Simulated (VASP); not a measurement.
# ZrPbO3 (Pm-3m) in VASP: Born charges and dielectric tensor with LDA

Aim: the Born charges and dielectric tensor of ZrPbO3 with LDA.

Everything below comes from runs of VASP 6.6.1. Logs are shortened: lines on timing, memory, paths and dates and some standing lists are left out, and cuts for length are marked.

### 1 The structure

Symmetry: Pm-3m, No. 221, cubic system. Conventional cell: a = 4.111 Å, b = 4.111 Å, c = 4.111 Å, α = 90.00°, β = 90.00°, γ = 90.00°. Around Zr (site symmetry m-3m) lie 6 O at 2.06 Å. Pb (site symmetry m-3m) is surrounded by 12 O at 2.91 Å. O (site symmetry 4/mmm) is surrounded by 2 Zr at 2.06 Å.

The cell is a database's computed one.

### 2 Born charges and dielectric tensor, LDA

File INCAR:

```
PREC = Accurate
ENCUT = 600
EDIFF = 1E-8
ISMEAR = 0
SIGMA = 0.02
LREAL = False
LASPH = True
NELM = 100
ALGO = Normal
ISIF = 2
LWAVE = False
LCHARG = False
GGA = CA
LEPSILON = True
IBRION = 8
NSW = 1
```

File KPOINTS:

```
Automatic mesh
0
Gamma
  6 6 6
```

File POSCAR:

```
ZrPbO3
1.0
    4.1109300000      0.0000000000      0.0000000000
    0.0000000000      4.1109300000      0.0000000000
    0.0000000000      0.0000000000      4.1109300000
Zr Pb O
1 1 3
Direct
    0.0000000000      0.0000000000      0.0000000000
    0.5000000000      0.5000000000      0.5000000000
    0.5000000000      0.0000000000      0.0000000000
    0.0000000000      0.0000000000      0.5000000000
    0.0000000000      0.5000000000      0.0000000000
```

Potentials or basis: VASP PAW LDA potentials, release 64 (Zr_sv, Pb_d, O).

Command:

```sh
$ cat potpaw_LDA.64/Zr_sv/POTCAR potpaw_LDA.64/Pb_d/POTCAR potpaw_LDA.64/O/POTCAR > POTCAR
$ mpirun -np 1 vasp_std > vasp.out
```

OUTCAR:

```text
PREC = Accurate
   ENCUT = 600
   EDIFF = 1E-8
   ISMEAR = 0
   LREAL = False
   LASPH = True
   NELM = 100
   ISIF = 2
   GGA = CA
   LEPSILON = True
   IBRION = 8
   NSW = 1

 ion  position               nearest neighbor table
   1  0.000  0.000  0.000-   3 2.06   4 2.06   5 2.06   4 2.06   5 2.06   3 2.06   2 3.56   2 3.56
                             2 3.56   2 3.56   2 3.56   2 3.56   2 3.56   2 3.56
   2  0.500  0.500  0.500-   3 2.91   4 2.91   5 2.91   3 2.91   5 2.91   3 2.91   4 2.91   3 2.91
                             4 2.91   5 2.91   5 2.91   4 2.91   1 3.56   1 3.56   1 3.56   1 3.56
   3  0.500  0.000  0.000-   1 2.06   1 2.06   2 2.91   2 2.91   2 2.91   2 2.91
   4  0.000  0.000  0.500-   1 2.06   1 2.06   2 2.91   2 2.91   2 2.91   2 2.91
   5  0.000  0.500  0.000-   1 2.06   1 2.06   2 2.91   2 2.91   2 2.91   2 2.91

  LATTYP: Found a simple cubic cell.
 ALAT       =     4.1109300000

  Lattice vectors:

 A1 = (   4.1109300000,   0.0000000000,   0.0000000000)
 A2 = (   0.0000000000,   4.1109300000,   0.0000000000)
 A3 = (   0.0000000000,   0.0000000000,   4.1109300000)

Analysis of symmetry for initial positions (statically):
=====================================================================
 Subroutine PRICEL returns:
 Original cell was already a primitive cell.

 Routine SETGRP: Setting up the symmetry group for a
 simple cubic supercell.

 Subroutine GETGRP returns: Found 48 space group operations
 (whereof 48 operations were pure point group operations)
 out of a pool of 48 trial point group operations.

The static configuration has the point symmetry O_h .

Analysis of symmetry for dynamics (positions and initial velocities):
=====================================================================
 Subroutine PRICEL returns:
 Original cell was already a primitive cell.

 Routine SETGRP: Setting up the symmetry group for a
 simple cubic supercell.

 Subroutine GETGRP returns: Found 48 space group operations
 (whereof 48 operations were pure point group operations)
 out of a pool of 48 trial point group operations.

The dynamic configuration has the point symmetry O_h .

 Subroutine INISYM returns: Found 48 space group operations
 (whereof 48 operations are pure point group operations),
 and found     1 'primitive' translations

----------------------------------------------------------------------------------------

                                     Primitive cell

  volume of cell :      69.4737

  direct lattice vectors                    reciprocal lattice vectors
     4.110930000  0.000000000  0.000000000     0.243253960  0.000000000  0.000000000
     0.000000000  4.110930000  0.000000000     0.000000000  0.243253960  0.000000000
     0.000000000  0.000000000  4.110930000     0.000000000  0.000000000  0.243253960

  length of vectors
     4.110930000  4.110930000  4.110930000     0.243253960  0.243253960  0.243253960

  position of ions in fractional coordinates (direct lattice)
     0.000000000  0.000000000  0.000000000
     0.500000000  0.500000000  0.500000000
     0.500000000  0.000000000  0.000000000
[... 797 lines left out ...]
     0.00209  0.00000  0.00000
     0.00000 -0.02263  0.00000
     0.00000  0.00000 -0.02046

 MACROSCOPIC STATIC DIELECTRIC TENSOR (including local field effects in DFT)
 ------------------------------------------------------
           6.997854    -0.000000    -0.000000
           0.000000     6.997854    -0.000000
           0.000000     0.000000     6.997854
 ------------------------------------------------------

 PIEZOELECTRIC TENSOR (including local field effects)  for field in x, y, z        (e  Angst)
          XX          YY          ZZ          XY          YZ          ZX
  --------------------------------------------------------------------------------
  x     0.00000     0.00000     0.00000     0.00000     0.00000     0.00000
  y     0.00000     0.00000     0.00000     0.00000     0.00000     0.00000
  z     0.00000     0.00000     0.00000     0.00000     0.00000     0.00000

 PIEZOELECTRIC TENSOR (including local field effects)  for field in x, y, z        (C/m^2)
          XX          YY          ZZ          XY          YZ          ZX
  --------------------------------------------------------------------------------
  x     0.00000     0.00000     0.00000     0.00000     0.00000     0.00000
  y     0.00000     0.00000     0.00000     0.00000     0.00000     0.00000
  z     0.00000     0.00000     0.00000     0.00000     0.00000     0.00000

 BORN EFFECTIVE CHARGES (including local field effects) (in |e|, cummulative output)
 ---------------------------------------------------------------------------------
 ion    1
    1     5.92274    -0.00000    -0.00000
    2     0.00000     5.92274     0.00000
    3     0.00000    -0.00000     5.92274
 ion    2
    1     3.92674    -0.00000     0.00000
    2     0.00000     3.92674     0.00000
    3     0.00000    -0.00000     3.92674
 ion    3
    1    -4.86602    -0.00000    -0.00000
    2    -0.00000    -2.49173     0.00000
    3     0.00000    -0.00000    -2.49173
 ion    4
    1    -2.49173    -0.00000     0.00000
    2    -0.00000    -2.49173    -0.00000
    3    -0.00000     0.00000    -4.86602
 ion    5
    1    -2.49173    -0.00000    -0.00000
    2     0.00000    -4.86602     0.00000
    3    -0.00000     0.00000    -2.49173

 INTERNAL STRAIN TENSOR FOR ION    5 for displacements in x,y,z  (eV/Angst):
          X           Y           Z          XY          YZ          ZX
  --------------------------------------------------------------------------------
  x     0.00000     0.00000     0.00000     0.00000     0.00000     0.00000
  y     0.00000     0.00000     0.00000     0.00000     0.00000     0.00000
  z     0.00000     0.00000     0.00000     0.00000     0.00000     0.00000

 SECOND DERIVATIVES (NOT SYMMETRIZED)
 ------------------------------------
               1X          1Y          1Z          2X          2Y          2Z          3X          3Y          3Z          4X          4Y          4Z          5X          5Y          5Z
  1X   -10.947863    0.000000    0.000000    2.506657   -0.000000   -0.000000   10.101318   -0.000000    0.000000   -0.830056   -0.000000   -0.000000   -0.830056    0.000000   -0.000000
  1Y     0.000000  -10.947863    0.000000   -0.000000    2.506657   -0.000000   -0.000000   -0.830056    0.000000   -0.000000   -0.830056   -0.000000   -0.000000   10.101318    0.000000
  1Z     0.000000    0.000000  -10.947863   -0.000000   -0.000000    2.506657   -0.000000   -0.000000   -0.830056    0.000000    0.000000   10.101318   -0.000000   -0.000000   -0.830056
  2X     2.515252   -0.000000   -0.000000    0.755292    0.000000   -0.000000    0.753423   -0.000000   -0.000000   -2.011983    0.000000   -0.000000   -2.011983    0.000000    0.000000
  2Y    -0.000000    2.515252   -0.000000    0.000000    0.755292   -0.000000    0.000000   -2.011983    0.000000    0.000000   -2.011983   -0.000000   -0.000000    0.753423   -0.000000
  2Z     0.000000    0.000000    2.515252   -0.000000    0.000000    0.755292    0.000000   -0.000000   -2.011983    0.000000   -0.000000    0.753423   -0.000000   -0.000000   -2.011983
  3X    10.086194    0.000000   -0.000000    0.746703    0.000000    0.000000  -17.688563    0.000000   -0.000000    3.427833   -0.000000    0.000000    3.427833    0.000000   -0.000000
  3Y     0.000000   -0.839704    0.000000    0.000000   -2.015547    0.000000    0.000000   -0.291410    0.000000    0.000000   -0.284879    0.000000    0.000000    3.431539    0.000000
  3Z     0.000000    0.000000   -0.839704    0.000000    0.000000   -2.015547    0.000000    0.000000   -0.291410    0.000000    0.000000    3.431539    0.000000    0.000000   -0.284879
  4X    -0.839704    0.000000    0.000000   -2.015547    0.000000    0.000000    3.431539    0.000000    0.000000   -0.291410    0.000000    0.000000   -0.284879    0.000000    0.000000
  4Y     0.000000   -0.839704    0.000000    0.000000   -2.015547    0.000000    0.000000   -0.284879    0.000000    0.000000   -0.291410    0.000000    0.000000    3.431539    0.000000
  4Z    -0.000000   -0.000000   10.086194   -0.000000   -0.000000    0.746703    0.000000   -0.000000    3.427833   -0.000000   -0.000000  -17.688563   -0.000000    0.000000    3.427833
  5X    -0.839704    0.000000    0.000000   -2.015547    0.000000    0.000000    3.431539    0.000000    0.000000   -0.284879    0.000000    0.000000   -0.291410    0.000000    0.000000
  5Y     0.000000   10.086194   -0.000000    0.000000    0.746703   -0.000000    0.000000    3.427833   -0.000000   -0.000000    3.427833    0.000000    0.000000  -17.688563   -0.000000
  5Z     0.000000    0.000000   -0.839704    0.000000    0.000000   -2.015547    0.000000    0.000000   -0.284879    0.000000    0.000000    3.431539    0.000000    0.000000   -0.291410

 Eigenvectors and eigenvalues of the dynamical matrix
 ----------------------------------------------------

   1 f  =   17.460371 THz   109.706745 2PiTHz  582.415277 cm-1    72.210259 meV
             X         Y         Z           dx          dy          dz
      0.000000  0.000000  0.000000     0.000526    0.225586   -0.028489
      2.055465  2.055465  2.055465     0.000037    0.015958   -0.002015
      2.055465  0.000000  0.000000    -0.002181    0.170081   -0.021479
      0.000000  0.000000  2.055465     0.000397    0.170081    0.118152
      0.000000  2.055465  0.000000     0.000397   -0.935573   -0.021479
[... 105 lines left out ...]
  15 f/i=    4.297909 THz    27.004556 2PiTHz  143.362798 cm-1    17.774714 meV
             X         Y         Z           dx          dy          dz
      0.000000  0.000000  0.000000     0.001050   -0.041158   -0.142019
      2.055465  2.055465  2.055465    -0.003462    0.135644    0.468052
      2.055465  0.000000  0.000000     0.001704   -0.162675   -0.561324
      0.000000  0.000000  2.055465     0.004152   -0.162675   -0.230350
      0.000000  2.055465  0.000000     0.004152   -0.066757   -0.561324

--------------------------------------------------------------------------------------------------------

 MACROSCOPIC STATIC DIELECTRIC TENSOR IONIC CONTRIBUTION
 ------------------------------------------------------
           5.772975    -0.000000     0.000000
          -0.000000     5.772975     0.000000
           0.000000    -0.000000     5.772975
 ------------------------------------------------------

 ELASTIC MODULI CONTR FROM IONIC RELAXATION (kBar)
 Direction    XX          YY          ZZ          XY          YZ          ZX
 --------------------------------------------------------------------------------
 XX           0.0000      0.0000      0.0000      0.0000      0.0000      0.0000
 YY           0.0000      0.0000      0.0000      0.0000      0.0000      0.0000
 ZZ           0.0000      0.0000      0.0000      0.0000      0.0000      0.0000
 XY           0.0000      0.0000      0.0000      0.0000      0.0000      0.0000
 YZ           0.0000      0.0000      0.0000      0.0000      0.0000      0.0000
 ZX           0.0000      0.0000      0.0000      0.0000      0.0000      0.0000
 --------------------------------------------------------------------------------

 PIEZOELECTRIC TENSOR IONIC CONTR  for field in x, y, z        (C/m^2)
          XX          YY          ZZ          XY          YZ          ZX
  --------------------------------------------------------------------------------
  x     0.00000     0.00000     0.00000     0.00000     0.00000     0.00000
  y     0.00000     0.00000     0.00000     0.00000     0.00000     0.00000
  z     0.00000     0.00000     0.00000     0.00000     0.00000     0.00000
```

Wall time 22 min (1 thread of AMD EPYC 9R45 (Zen 5), shared host); peak memory 0.54 GiB.

Results:

```
Band gap on the k mesh                                  : 2.34 eV, direct
Electronic dielectric tensor (diagonal)                 : 7.00
Born charges (mean of the diagonal)                     : Zr +5.92; Pb +3.93; O -3.28 e
Highest phonon frequency at Γ, LO-TO splitting left out : 582 cm⁻¹
Most unstable mode                                      : 143i cm⁻¹
```

Levels at points of the mesh, in eV from the valence-band top:
```
           k point  band 20  band 21  band 22  band 23  band 24  band 25
(0.00, 0.00, 0.00)    -0.38    -0.38    -0.38     3.67     3.67     3.67
(0.50, 0.00, 0.00)    -0.43    -0.43     0.00     2.34     3.72     5.13
(0.50, 0.50, 0.00)    -1.60    -0.73    -0.04     4.28     4.48     4.48
(0.50, 0.50, 0.50)    -0.07    -0.07    -0.07     5.73     5.73     5.73
```

Phonon frequencies in cm⁻¹ (negative: imaginary):
| q point | frequencies |
| --- | --- |
| (0.000, 0.000, 0.000) | -143 -143 -143 0 0 0 11 11 11 153 153 153 582 582 582 |

Electronic dielectric tensor:
```
7.00 0.00 0.00
0.00 7.00 0.00
0.00 0.00 7.00
```

Born effective charge tensors (e):
atom 1, Zr
```
5.92 0.00 0.00
0.00 5.92 0.00
0.00 0.00 5.92
```
atom 2, Pb
```
3.93 0.00 0.00
0.00 3.93 0.00
0.00 0.00 3.93
```
atom 3, O
```
-4.87  0.00  0.00
 0.00 -2.49  0.00
 0.00  0.00 -2.49
```
atom 4, O
```
-2.49  0.00  0.00
 0.00 -2.49  0.00
 0.00  0.00 -4.87
```
atom 5, O
```
-2.49  0.00  0.00
 0.00 -4.87  0.00
 0.00  0.00 -2.49
```

Caveat: some modes are imaginary; spin-orbit coupling is left out, which as a rule narrows the gap of such compounds by several tenths of an eV. A k mesh can miss the band edges.
